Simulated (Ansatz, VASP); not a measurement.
## Cross-check of Si3N4 between VASP and Ansatz

Aim: how closely do two programs agree when they are given the same cell, functional and k mesh? The cell is taken from a series of runs on this material, whose earlier steps may have relaxed, scaled, displaced or heated it; both programs get it as it stands.

Calculated with Ansatz 0.2.0; plane waves, with VASP 6.6.1 beside it; dielectric response at PBE.

## Step 1: The starting structure

Symmetry: Fd-3m, No. 227, cubic system. The conventional cell has a = 7.787 Å, b = 7.787 Å, c = 7.787 Å, α = 90.00°, β = 90.00°, γ = 90.00°. Nearest to Si lie 6 N at 1.89 Å. Nearest to Si lie 4 N at 1.79 Å. N has 4 Si at 1.79 to 1.89 Å nearest. Farther neighbours and most contacts between anions are not listed.

Coordinates:

```
Si N
1.0
     0.00000    3.89372    3.89372
     3.89372    0.00000    3.89372
     3.89372    3.89372    0.00000
Si N
6 8
Direct
  0.12500 0.12500 0.62500
  0.12500 0.62500 0.12500
  0.62500 0.12500 0.12500
  0.12500 0.12500 0.12500
  0.75000 0.75000 0.75000
  0.50000 0.50000 0.50000
  0.36756 0.36756 0.36756
  0.35269 0.88244 0.88244
  0.88244 0.88244 0.35269
  0.88244 0.35269 0.88244
  0.36756 0.36756 0.89731
  0.36756 0.89731 0.36756
  0.88244 0.88244 0.88244
  0.89731 0.36756 0.36756
```

## Step 2: Ansatz: dielectric response, PBE

Ansatz runs on its default PAW (the set named soft_2) files.

The response to a field tests empty states and converges slowly with the mesh.

The input, input.yaml:

```yaml
crystal:
  lattice:
    - [0.0, 3.893718, 3.893718]
    - [3.893718, 0.0, 3.893718]
    - [3.893718, 3.893718, 0.0]
  atoms:
    - { symbol: Si, position: [0.125, 0.125, 0.625] }
    - { symbol: Si, position: [0.125, 0.625, 0.125] }
    - { symbol: Si, position: [0.625, 0.125, 0.125] }
    - { symbol: Si, position: [0.125, 0.125, 0.125] }
    - { symbol: Si, position: [0.75, 0.75, 0.75] }
    - { symbol: Si, position: [0.5, 0.5, 0.5] }
    - { symbol: "N", position: [0.367563, 0.367563, 0.367563] }
    - { symbol: "N", position: [0.352689, 0.882437, 0.882437] }
    - { symbol: "N", position: [0.882437, 0.882437, 0.352689] }
    - { symbol: "N", position: [0.882437, 0.352689, 0.882437] }
    - { symbol: "N", position: [0.367563, 0.367563, 0.897311] }
    - { symbol: "N", position: [0.367563, 0.897311, 0.367563] }
    - { symbol: "N", position: [0.882437, 0.882437, 0.882437] }
    - { symbol: "N", position: [0.897311, 0.367563, 0.367563] }
kpoints:
  mp_grid: { grid: [6, 6, 6] }
hamiltonian:
  xc: pbe
scf:
  occupations: { method: fixed }
dielectric: {}
```

Started as:

```sh
ansatz run input.yaml --threads 24 --pin off --max-ram 82944MiB --backend cuda --events-out ev --progress --plain --runs-dir out --devices 1 --max-vram 78GiB
```

Numbers of over 12 decimals in the logs are rounded to 6 here.

Log:

```text
GPUs: using 1 of 1 available (devices: 1).
Engine: ansatz 0.2.0, aarch64-unknown-linux-gnu
Pseudopotentials: kind: paw
Pseudopotential: Si, paw, valence charge 4, recommended cutoff 420 eV (normal), Si.paw.azcp
Pseudopotential: N, paw, valence charge 5, recommended cutoff 420 eV (normal), N.paw.azcp
Functional definition: PBE
  parameter kappa = 0.804
  parameter beta = 0.066725
  exchange = pbe_x(kappa = kappa, mu = beta*pi^2/3)
  correlation = pbe_c(beta = beta)
device memory: the entry about to start is reckoned to put 2.2 GiB on a device that reports 182.5 GiB free (of which the cap on the GPU budget leaves the run 78.0 GiB)
GPU FFT provider: cuFFT
GPU libraries: cuBLAS 13.8.1, cuFFT 12.4.0, cuSOLVER 12.3.2
GPU matrix products: emulated (plane waves: as basis.precision tells), large ones in fixed point in workspaces of 1.00 GiB
Crystal: 14 atoms, lattice volume = 118.066 Å³
Basis set: ecut = 420 eV, 2277 PW (Γ), exchange–correlation on 80×80×80 points (8 copies of the dense FFT grid, shifted against one another)
Bands: 46, of which v1, the nominal top of the filled ones, is band 32 counted from 1 (31 counted from 0)
Symmetry: 48 space group operations
k-points: 30 of 216 (irreducible under 8 space group operations, time reversal used)
Non-local potential: Si, projectors of the file, l = 0: 2, l = 1: 2, l = 2: 2
Non-local potential: N, projectors of the file, l = 0: 2, l = 1: 2, l = 2: 1
PAW form: soft (Blöchl's): semilocal exchange-correlation on the pseudo side does not see the compensation charge
PAW one-centre angular grid: Si, 110 points (default); XC on 64 Gauss nodes
PAW one-centre angular grid: N, 110 points (default); XC on 64 Gauss nodes
Initial density: superposition of atomic densities (neutral atoms: chi_scale 0, normalization atom), corrected by the library's trained network
Initial wavefunctions: pseudopotential atomic-orbital guess
GPU buffer pool allocated for 64000 grid points (all kernels)
GPU transforms: local potential and band sums: pruned to the plane-wave sphere, on 40×40×40
Functional: x = pbe(κ = 0.804, μ = 0.219515), c = pbe(β = 0.066725)
SCF iter   1: F=—  HF=-6899.808089 eV  |F-HF|=—  |Δ(HF+E_count)|=         —  Δρ=4.12e-3  dr2=3.60e-2  ethr=1.77e-3  ⟨swp⟩=5.0  Hψ=5601  notcnv=0  defer=344
preconditioner: auto → Resta (q_TF=auto, 2.464 Å⁻¹)  ε∞=4.3  [insulator: Δε(μ)=3.338 eV  Ē_g=14.990 eV  n_scr=26 (ndim 8)  ℏωp=27.3 eV  f_vac=0.000  ε∞_Penn≈4.3]
SCF iter   2: F=—  HF=-6899.801111 eV  |F-HF|=—  |Δ(HF+E_count)|=   6.98e-3  Δρ=1.62e-3  dr2=4.75e-3  ethr=5.63e-5  ⟨swp⟩=2.1  Hψ=2270  notcnv=0  defer=352
SCF iter   3: F=—  HF=-6899.800663 eV  |F-HF|=—  |Δ(HF+E_count)|=   4.48e-4  Δρ=4.85e-4  dr2=1.79e-4  ethr=7.42e-6  ⟨swp⟩=2.8  Hψ=1891  notcnv=0  defer=352
SCF iter   4: F=—  HF=-6899.800787 eV  |F-HF|=—  |Δ(HF+E_count)|=   1.24e-4  Δρ=1.49e-4  dr2=1.61e-5  ethr=2.80e-7  ⟨swp⟩=2.4  Hψ=1985  notcnv=0  defer=351
SCF iter   5: F=—  HF=-6899.800796 eV  |F-HF|=—  |Δ(HF+E_count)|=   9.15e-6  Δρ=1.86e-5  dr2=2.65e-7  ethr=2.52e-8  ⟨swp⟩=2.1  Hψ=1995  notcnv=0  defer=326
SCF iter   6: F=—  HF=-6899.800646 eV  |F-HF|=—  |Δ(HF+E_count)|=   1.50e-4  Δρ=2.56e-6  dr2=9.78e-9  ethr=4.14e-10  ⟨swp⟩=2.0  Hψ=2261  notcnv=0  defer=320
SCF iter   7: F=—  HF=-6899.800646 eV  |F-HF|=—  |Δ(HF+E_count)|=   5.02e-9  Δρ=4.14e-7  dr2=1.62e-10  ethr=1.53e-11  ⟨swp⟩=2.0  Hψ=1834  notcnv=0  defer=320
SCF iter   8: F=-6899.800646 eV  HF=-6899.800646 eV  |F-HF|=9.09e-13  |Δ(HF+E_count)|=  9.00e-11  Δρ=7.08e-8  dr2=4.46e-12  ethr=1.00e-12  ⟨swp⟩=16.1  Hψ=7746  notcnv=0
SCF 1 converged in 8 iterations: F = -6899.800646 eV  dr2 = 4.46e-12
  greatest PAW one-centre occupation: 0.789 electrons in one spin orbital (limit 2), on the N atom at site 7 (counted from 0), in its partial waves of l = 0
the response reads at least the filled bands of the reference SCF and the lowest empty band at each k-point, and that SCF's band table does not vouch for those bands. The notice of the band table in this run's record says why
device memory: the entry about to start is reckoned to put 0.7 GiB on a device that reports 182.4 GiB free (of which the cap on the GPU budget leaves the run 78.0 GiB)
NSCF: frozen V_eff on 1 k-points
device memory: the entry about to start is reckoned to put 0.7 GiB on a device that reports 182.4 GiB free (of which the cap on the GPU budget leaves the run 78.0 GiB)
NSCF: frozen V_eff on 1 k-points
device memory: the entry about to start is reckoned to put 0.7 GiB on a device that reports 182.4 GiB free (of which the cap on the GPU budget leaves the run 78.0 GiB)
NSCF: frozen V_eff on 1 k-points
device memory: the entry about to start is reckoned to put 0.1 GiB (of the 0.1 GiB reckoned in all, the device holds 0.1 GiB already) on a device that reports 182.4 GiB free (of which the cap on the GPU budget leaves the run 78.0 GiB)
device memory: the entry about to start is reckoned to put 8.4 GiB (of the 8.4 GiB reckoned in all, the device holds 0.1 GiB already) on a device that reports 182.4 GiB free (of which the cap on the GPU budget leaves the run 77.9 GiB)
DFPT response loops at Γ: preconditioner auto → none (the input reference at scf.mixing.eps_inf says where Resta's filter doesn't serve); β = 0.50; Broyden in place of MSR1
SCF converged after 8 iterations
Free energy (F): -6899.800646 eV
Harris-Foulkes:  -6899.800646 eV  (|F-HF|=9.09e-13)
Internal energy: -6899.800646 eV  (E = F + TS)
E sigma→0 (E₀):  -6899.800646 eV
Fermi energy:    10.979877 eV
--- Per-component energies (eV) ---
  E_band       = 271.258199
  E_kinetic    = 1360.509959
  E_local      = -1483.269785  (includes V_loc(G=0)·N_el)
  E_nonlocal   = 501.701759
  E_hartree    = 491.728209
  E_xc         = -831.503350
  E_vxc        = -919.283848  (∫ρ·V_xc dr)
  E_paw        = -4098.127017  (= ΣΔE_a)
  E_vpaw       = -171.857182  (= ΣTr[D̂ρ^β])
  E_aug_tail   = 0.000852  (compensation charges beyond the density's cutoff)
  E_ewald      = -2840.841273
  E_smearing   = -0.000000  (= −TS)
  E_closure    = -0.000000  (closes the sum)
  Σ components = -6899.800646   (vs F -6899.800646, Δ=0.00e0)
--- Band table (eV; the first three rows and the last of 30) ---
  k-point 0: bands = [... 28 lower, 10.8226, 10.9391, 10.9391, 10.9391, 14.3242, 14.3242, 14.3242, 15.8598, ... 10 higher]
  k-point 1: bands = [... 28 lower, 10.5882, 10.6845, 10.8978, 10.8978, 14.7162, 14.8278, 14.8278, 16.3652, ... 10 higher]
  k-point 2: bands = [... 28 lower, 10.4623, 10.4623, 10.7649, 10.7649, 15.4296, 15.8738, 15.8738, 17.4850, ... 10 higher]
  k-point 29: bands = [... 28 lower, 9.8803, 9.8803, 10.5538, 10.5538, 17.6057, 17.6057, 17.9282, 17.9282, ... 10 higher]
--- Dielectric response (ions clamped): 1 representative field direction + reference, on 30 of 216 k-points (Σ response iterations 8) ---
  k mesh reduced under 8 symmetry operations, with k and −k counted as one. Each operation leaves every solved perturbation unchanged. A smaller set is not considered because the run solves the response to a homogeneous field
  ε∞ (high-frequency dielectric tensor):
        5.302483     0.000000     0.000000
       -0.000000     5.302483     0.000000
        0.000000     0.000000     5.302483
  Born effective charges Z* (e; rows j = field, columns β = displacement):
    site 0:
         3.68258    0.16547   -0.16547
         0.16547    3.68258   -0.16547
        -0.16547   -0.16547    3.68258
    site 1:
         3.68258   -0.16547    0.16547
        -0.16547    3.68258   -0.16547
         0.16547   -0.16547    3.68258
    site 2:
         3.68258   -0.16547   -0.16547
        -0.16547    3.68258    0.16547
        -0.16547    0.16547    3.68258
    site 3:
         3.68258    0.16547    0.16547
         0.16547    3.68258    0.16547
         0.16547    0.16547    3.68258
    site 4:
         3.58695    0.00000    0.00000
         0.00000    3.58695    0.00000
        -0.00000   -0.00000    3.58695
    site 5:
         3.58695    0.00000    0.00000
         0.00000    3.58695    0.00000
        -0.00000   -0.00000    3.58695
    site 6:
        -2.73803   -0.23365   -0.23365
        -0.23365   -2.73803   -0.23365
        -0.23365   -0.23365   -2.73803
    site 7:
[...]
site 8:
[...]
site 9:
[...]
site 10:
[...]
site 11:
[...]
0.23365   -2.73803    0.23365
        -0.23365    0.23365   -2.73803
    site 12:
        -2.73803   -0.23365   -0.23365
        -0.23365   -2.73803   -0.23365
        -0.23365   -0.23365   -2.73803
    site 13:
        -2.73803    0.23365    0.23365
         0.23365   -2.73803   -0.23365
         0.23365   -0.23365   -2.73803
  Z* charge neutrality: 6.012e-5 e pre-enforcement
  k-mesh period / interband length: 33.0 Å / 1.62 Å = 20.43 at k = (0.0000, 0.0000, 0.0000), direct gap 3.385 eV — 14 or more, which is no proof of convergence
```

[end of part 1 of 3]

[Lines on the potential files, build, host, timing and source positions are cut from VASP's logs without a mark.]

[Logs are printed without paths, hosts, clocks, repeated set-up lines and the standing remarks that a program may print on its own settings, such as how far it seeks lower states.]

[Hosts, paths, dates, database ids (printed as entryN), source tags and the programs' standing remarks are cut or masked in the printed files.]
